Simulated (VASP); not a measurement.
**ScAu: single point with PBEsol**

The system is ScAu.

```xyz
8
Lattice="5.6222 0.3433 -0.6823 -0.2105 5.3126 0.6780 0.0387 -0.0465 5.1346" Properties=species:S:1:pos:R:3 pbc="T T T"
Sc    1.3592    5.2848    0.9943
Sc    4.5016    1.2974    0.5694
Sc    2.2667    2.7810    4.3173
Sc    5.1030    2.6064    3.1068
Au    1.3923    2.2950    1.8416
Au    4.7248    4.9446    4.2681
Au    2.5386    0.2481    2.9249
Au    3.6590    3.9140    1.2825
```

The cell was built by a generator and needn't be a form met in nature.

| Property | Result |
| --- | --- |
| Program | VASP 6.6.1 |
| Task | single point |
| Functional | PBEsol |
| Potentials or basis | VASP PAW PBE potentials, release 64 (Sc_sv, Au) |
| Cutoff | 520 eV |
| k mesh | 3 × 3 × 3 |
| Occupations | methfessel-paxton, width 0.15 eV |
| Spin | no spin polarisation |

The pressure is 8.8 GPa. The largest force is 2.035 eV/Å. The band gap on the k mesh is none (metal or under the smearing width).

Forces on the atoms (eV/Å):
```
Sc  -0.476 -0.690  0.455
Sc  -0.014 -0.065  0.872
Sc   0.497  0.712 -0.346
Sc   0.194 -0.593  0.550
Au  -0.958  0.812 -1.601
Au   1.217  0.521 -1.288
Au  -0.365 -0.276  0.060
Au  -0.094 -0.421  1.298
```

Stress tensor (GPa, compression positive):
```
10.94 -2.56  2.17
-2.56  6.89 -0.10
 2.17 -0.10  8.49
```

Levels at points of the mesh, in eV from the Fermi level:
```csv
k point,band 40,band 41,band 42,band 43,band 44,band 45,band 46,band 47,band 48,band 49
"(0.00, 0.00, 0.00)",-1.91,-0.84,-0.73,-0.43,0.01,0.18,0.24,0.44,0.48,0.80
```

Run time: 2.1 min on 1 thread of Intel(R) Xeon(R) Platinum 8559C (Emerald Rapids), on a shared host, peak memory 0.29 GiB.

Caveat: the k mesh is coarse (spacing up to 0.41 Å⁻¹), so the values aren't converged; the PAW data sets were made with another functional, which shifts forces and pressure a little. Spin-orbit coupling is left out, which matters for the levels of Au.
